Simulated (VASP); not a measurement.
Output of a VASP run:

### OSZICAR
```
       N       E                     dE             d eps       ncg     rms          rms(c)
DAV:   1     0.230147221395E+03    0.23015E+03   -0.17538E+04  1056   0.194E+03
DAV:   2     0.754769982686E+01   -0.22260E+03   -0.21782E+03  1110   0.374E+02
DAV:   3    -0.140455833731E+02   -0.21593E+02   -0.21477E+02  1296   0.118E+02
DAV:   4    -0.145313959135E+02   -0.48581E+00   -0.48526E+00  1238   0.184E+01
DAV:   5    -0.145403539583E+02   -0.89580E-02   -0.89571E-02  1310   0.241E+00    0.918E+00
DAV:   6    -0.136656151386E+02    0.87474E+00   -0.20225E+00  1644   0.423E+01    0.722E+00
DAV:   7    -0.136975173321E+02   -0.31902E-01   -0.18402E+00  1134   0.780E+00    0.322E+00
DAV:   8    -0.136826772345E+02    0.14840E-01   -0.12900E-01  1424   0.494E+00    0.104E+00
DAV:   9    -0.136830590736E+02   -0.38184E-03   -0.18175E-02  1438   0.277E+00    0.257E-01
DAV:  10    -0.136832753372E+02   -0.21626E-03   -0.18283E-03  1230   0.412E-01    0.165E-01
DAV:  11    -0.136834820952E+02   -0.20676E-03   -0.16574E-04  1212   0.858E-02    0.488E-02
DAV:  12    -0.136835401870E+02   -0.58092E-04   -0.73054E-05  1182   0.586E-02    0.200E-02
DAV:  13    -0.136835404602E+02   -0.27324E-06   -0.37631E-06  1470   0.192E-02    0.816E-03
DAV:  14    -0.136835415625E+02   -0.11023E-05   -0.28680E-06  1206   0.942E-03    0.279E-03
DAV:  15    -0.136835413779E+02    0.18456E-06   -0.18562E-07   942   0.663E-03    0.151E-03
DAV:  16    -0.136835413778E+02    0.17280E-09   -0.12179E-07   800   0.210E-03
   1 F= -.14690547E+02 E0= -.14690547E+02  d E =-.146905E+02
```

### OUTCAR
```
------------------------ aborting loop because EDIFF is reached ----------------------------------------
 Edisp (eV)   -1.00701
  FORCE on cell =-STRESS in cart. coord.  units (eV):
  Direction    XX          YY          ZZ          XY          YZ          ZX
  --------------------------------------------------------------------------------------
  Total      -2.09902    -2.09902    -2.06062     0.00000    -0.00000    -0.00000
  in kB     -40.57897   -40.57897   -39.83661     0.00000    -0.00000    -0.00000
  external pressure =      -40.33 kB  Pullay stress =        0.00 kB
  volume of cell :       82.88
      direct lattice vectors                 reciprocal lattice vectors
     1.940244634 -3.360602242  0.000000000     0.257699463 -0.148782856  0.000000000
     1.940244634  3.360602242  0.000000000     0.257699463  0.148782856  0.000000000
     0.000000000  0.000000000  6.355116599     0.000000000  0.000000000  0.157353525
  FREE ENERGIE OF THE ION-ELECTRON SYSTEM (eV)
  ---------------------------------------------------
  free  energy   TOTEN  =       -14.6905465123 eV

  energy  without entropy=      -14.6905465123  energy(sigma->0) =      -14.69054651

 reached required accuracy - stopping structural energy minimisation
```
(Selected blocks of OUTCAR.)

### POSCAR
```
ZnS
1
    1.9402446335    -3.3606022416     0.0000000000
    1.9402446335     3.3606022416     0.0000000000
    0.0000000000     0.0000000000     6.3551165989
Zn S
2 2
Direct
  0.6666670000   0.3333330000   0.5001183247
  0.3333330000   0.6666670000   0.0001183247
  0.6666670000   0.3333330000   0.8748816753
  0.3333330000   0.6666670000   0.3748816753
```

Write an INCAR and KPOINTS that could have produced this output.

One answer among several that fit: the input of the run itself, PBE GGA with D3 dispersion (zero damping), plane waves, VASP's PBE PAW potentials (set 64).

**INCAR**
```
ALGO=Normal
EDIFF=1E-7
EDIFFG=-0.01
ENCUT=520
GGA=PE
IBRION=2
ISIF=4
ISMEAR=0
IVDW=11
LASPH=.TRUE.
LCHARG=.FALSE.
LMAXMIX=4
LREAL=.FALSE.
LWAVE=.FALSE.
NELM=100
NSW=30
PREC=Accurate
SIGMA=0.05
SYSTEM=ZnS
```

### KPOINTS
```
Automatic mesh
0
Gamma
7 7 4
0 0 0
```

POTCAR, in this order: Zn S (PBE.64 set). Program: vasp_std.

The compound is ZnS in the wurtzite structure, the high-temperature form. This cell is one point of a volume scan, at 1.06 of the reference volume.
